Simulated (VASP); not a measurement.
These are RPBE GGA, VASP's PBE PAW potentials (set 64) (plane waves; VASP) values and carry that method's errors.

The input files of a VASP run:

INCAR:
```
# general
SYSTEM  =  LiCl
PREC    =  Accurate
ENCUT   =  520
LREAL   =  .FALSE.
LASPH   =  .TRUE.

# electronic loop
EDIFF   =  1E-7
NELM    =  100
ALGO    =  Normal

# smearing
ISMEAR  =  -5

# functional
GGA     =  RP

# ions
ISIF    =  2

# output
LWAVE   =  .FALSE.
LCHARG  =  .TRUE.
LORBIT  =  11
NEDOS   =  601
```

### POSCAR
```
LiCl
1
    0.0000000000     2.6253303777     2.6253303777
    2.6253303777     0.0000000000     2.6253303777
    2.6253303777     2.6253303777     0.0000000000
Li Cl
1 1
Direct
  0.0000000000   0.0000000000   0.0000000000
  0.5000000000   0.5000000000   0.5000000000
```

### KPOINTS
```
Automatic mesh
0
Gamma
10 10 10
0 0 0
```

POTCAR, in this order: Li_sv Cl (PBE.64 set). Program: vasp_std.

Q: What does the run give for the energy per atom (σ→0), band gap (on the k-mesh)?

A: 
```
Property                          Result
------------------------  --------------
energy per atom (σ→0)     -3.513 eV/atom
band gap (on the k-mesh)         6.22 eV
```

**OSZICAR**
```
...
DAV:   9    -0.702476700160E+01   -0.68444E-04   -0.43165E-04  1253   0.181E-01    0.628E-02
DAV:  10    -0.702498194075E+01   -0.21494E-03   -0.47328E-04   892   0.196E-01    0.376E-02
DAV:  11    -0.702500314807E+01   -0.21207E-04   -0.11308E-05  1236   0.346E-02    0.594E-03
DAV:  12    -0.702500736704E+01   -0.42190E-05   -0.15165E-06   930   0.118E-02    0.366E-03
DAV:  13    -0.702500705953E+01    0.30751E-06   -0.36951E-07  1107   0.570E-03    0.553E-04
DAV:  14    -0.702500665247E+01    0.40707E-06   -0.79952E-09   566   0.103E-03    0.284E-04
DAV:  15    -0.702500661765E+01    0.34813E-07   -0.28417E-09   445   0.527E-04
   1 F= -.70250066E+01 E0= -.70250066E+01  d E =0.000000E+00
```

The compound is LiCl in the rock salt structure. It was relaxed first, which changed the volume by +7 %.
